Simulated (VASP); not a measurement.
These are PBE GGA with D3 dispersion (Becke-Johnson damping), VASP's PBE PAW potentials (set 64) (plane waves; VASP 6.6.1) values and carry that method's errors.

VASP ran on this input.

**KPOINTS**
```
Automatic mesh
0
Gamma
7 7 7
0 0 0
```

**POSCAR**
```
KI
1.0
  0.0000000000   3.5420918806   3.5420918806
  3.5420918806   0.0000000000   3.5420918806
  3.5420918806   3.5420918806   0.0000000000
K I
1 1
Cartesian
  0.0000000000   0.0000000000   0.0000000000
  3.5420918806   3.5420918806   3.5420918806
```

### INCAR
```
# general
SYSTEM =KI
PREC   =Accurate
ENCUT  =520
LREAL  =F
LASPH  =T

# electronic loop
EDIFF  =1E-7
NELM   =100
ALGO   =Normal
LMAXMIX=4

# smearing
ISMEAR =0
SIGMA  =0.05

# functional
GGA    =PE
IVDW   =12

# ions
ISIF   =2

# output
LWAVE  =F
LCHARG =F
```

POTCAR, in this order: K_sv I (PBE.64 set). Program: vasp_std.

Output

**OSZICAR**
```
       N       E                     dE             d eps       ncg     rms          rms(c)
DAV:   1     0.957125261980E+02    0.95713E+02   -0.66158E+03   480   0.113E+03
DAV:   2     0.793499415099E+00   -0.94919E+02   -0.89687E+02   556   0.249E+02
DAV:   3    -0.531629446893E+01   -0.61098E+01   -0.60881E+01   616   0.598E+01
DAV:   4    -0.563994452119E+01   -0.32365E+00   -0.32329E+00   904   0.119E+01
DAV:   5    -0.564100466344E+01   -0.10601E-02   -0.10601E-02   608   0.771E-01    0.301E+00
DAV:   6    -0.555712239435E+01    0.83882E-01   -0.12202E-01   588   0.221E+00    0.217E+00
DAV:   7    -0.555274431402E+01    0.43781E-02   -0.13401E-01   608   0.209E+00    0.803E-01
DAV:   8    -0.555820830251E+01   -0.54640E-02   -0.14824E-02   616   0.900E-01    0.108E-01
DAV:   9    -0.555867706838E+01   -0.46877E-03   -0.10223E-03   624   0.210E-01    0.699E-02
DAV:  10    -0.555888236627E+01   -0.20530E-03   -0.20858E-04   580   0.996E-02    0.215E-02
DAV:  11    -0.555890281542E+01   -0.20449E-04   -0.39971E-05   604   0.399E-02    0.126E-02
DAV:  12    -0.555890398648E+01   -0.11711E-05   -0.47668E-06   600   0.182E-02    0.119E-02
DAV:  13    -0.555890439468E+01   -0.40820E-06   -0.11148E-06   608   0.701E-03    0.385E-03
DAV:  14    -0.555890426577E+01    0.12891E-06   -0.74520E-08   448   0.250E-03    0.206E-04
DAV:  15    -0.555890425938E+01    0.63883E-08   -0.18251E-08   404   0.119E-03
   1 F= -.60087541E+01 E0= -.60087541E+01  d E =-.107607E-16
```

### OUTCAR
```
------------------------ aborting loop because EDIFF is reached ----------------------------------------
 Edisp (eV)   -0.44985
  FORCE on cell =-STRESS in cart. coord.  units (eV):
  Direction    XX          YY          ZZ          XY          YZ          ZX
  --------------------------------------------------------------------------------------
  Total      -0.21065    -0.21065    -0.21065     0.00000    -0.00000     0.00000
  in kB      -3.79719    -3.79719    -3.79719     0.00000    -0.00000     0.00000
  external pressure =       -3.80 kB  Pullay stress =        0.00 kB
  volume of cell :       88.88
      direct lattice vectors                 reciprocal lattice vectors
     0.000000000  3.542091881  3.542091881    -0.141159523  0.141159523  0.141159523
     3.542091881  0.000000000  3.542091881     0.141159523 -0.141159523  0.141159523
     3.542091881  3.542091881  0.000000000     0.141159523  0.141159523 -0.141159523
  FREE ENERGIE OF THE ION-ELECTRON SYSTEM (eV)
  ---------------------------------------------------
  free  energy   TOTEN  =        -6.0087541057 eV

  energy  without entropy=       -6.0087541057  energy(sigma->0) =       -6.00875411
```
(Selected blocks of OUTCAR.)

**OUTCAR**
```
 val. band max:       -0.4562336247   @ k =   0.0000   0.0000   0.0000

 cond. band min:       3.4884052528   @ k =   0.0000   0.0000   0.0000


 Fermi energy:        -0.1789098037

 k-point     1 :       0.0000    0.0000    0.0000
  band No.  band energies     occupation
      1     -28.9721      2.00000
      2     -12.4588      2.00000
      3     -12.4588      2.00000
      4     -12.4588      2.00000
      5     -10.9464      2.00000
      6      -0.4562      2.00000
      7      -0.4562      2.00000
      8      -0.4562      2.00000
      9       3.4884      0.00000
     10       6.0435      0.00000
     11       6.0435      0.00000
     12       6.0435      0.00000

 k-point     2 :       0.1429    0.0000    0.0000
  band No.  band energies     occupation
      1     -28.9717      2.00000
      2     -12.4881      2.00000
      3     -12.4592      2.00000
      4     -12.4592      2.00000
      5     -10.8938      2.00000
      6      -0.7751      2.00000
      7      -0.5233      2.00000
      8      -0.5233      2.00000
      9       3.9669      0.00000
     10       5.9629      0.00000
     11       6.2593      0.00000
     12       6.2593      0.00000

 k-point     3 :       0.2857    0.0000    0.0000
  band No.  band energies     occupation
      1     -28.9709      2.00000
      2     -12.5483      2.00000
      3     -12.4602      2.00000
      4     -12.4602      2.00000
      5     -10.7800      2.00000
      6      -1.3396      2.00000
      7      -0.6649      2.00000
      8      -0.6649      2.00000
      9       4.7353      0.00000
     10       6.2650      0.00000
     11       6.8056      0.00000
     12       6.8056      0.00000

 k-point     4 :       0.4286    0.0000    0.0000
  band No.  band energies     occupation
      1     -28.9702      2.00000
      2     -12.5921      2.00000
      3     -12.4609      2.00000
      4     -12.4609      2.00000
      5     -10.6919      2.00000
      6      -1.7082      2.00000
...
```

Unless said otherwise, spin-orbit coupling is left out, though it shifts the bands of the heavy elements here.

The compound is KI in the rock salt structure. This cell is one point of a volume scan, at 1.03 of the reference volume.
